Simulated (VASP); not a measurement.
Runs of VASP 6.6.1 on B2AsN. It takes space group P-4m2 (No. 115, tetragonal). Conventional cell: a = 2.989 Å, b = 2.989 Å, c = 4.274 Å, α = 90.00°, β = 90.00°, γ = 90.00°. N (site symmetry -4m2) has 4 B at 1.72 Å as nearest neighbours. B (site symmetry 2mm) is surrounded by 2 N at 1.72 Å and 2 As at 1.97 Å. Around As (site symmetry -4m2) lie 4 B at 1.97 Å. The cell was built by a generator and needn't be a form met in nature.

| task | level | spin | cell | cutoff (eV) | gap on the mesh (eV) | pressure (GPa) | largest force (eV/Å) |
| --- | --- | --- | --- | --- | --- | --- | --- |
| single point | PBE | off | P-4m2, 9.54 Å³/atom | 520 | none | (b) | 0.38 |
| relaxation of cell and atoms | PBE | off | relaxed | 600 | none | 0.0 | - |
| single point | PBE | off | P-4m2, 9.64 Å³/atom | 520 | none | 0.8 | 0.10 |
| single point | r2SCAN | off | P-4m2, 9.54 Å³/atom | 520 | (a) | 0.7 | 0.07 |
| single point | PBE | non-collinear, zero start, SOC | P-4m2, 9.54 Å³/atom | 520 | - | 3.4 | 0.38 |

Alike in all rows: potentials or basis VASP PAW PBE potentials, release 64 (N, B, As); k mesh 8 × 8 × 6; smearing fermi-dirac 0.02 eV.

Question: Estimate the missing entries.

Answer: (a) 0.17; (b) 3.5.

Caveats: the volume moved by over 15 % at a fixed basis, so the end points are rough (some runs); the PAW data sets were made with another functional, which shifts forces and pressure a little (some runs).

A k mesh can miss the band edges, and rows without SOC leave out spin-orbit coupling on As.

A gap of «none» marks a metal or a gap under the smearing width.
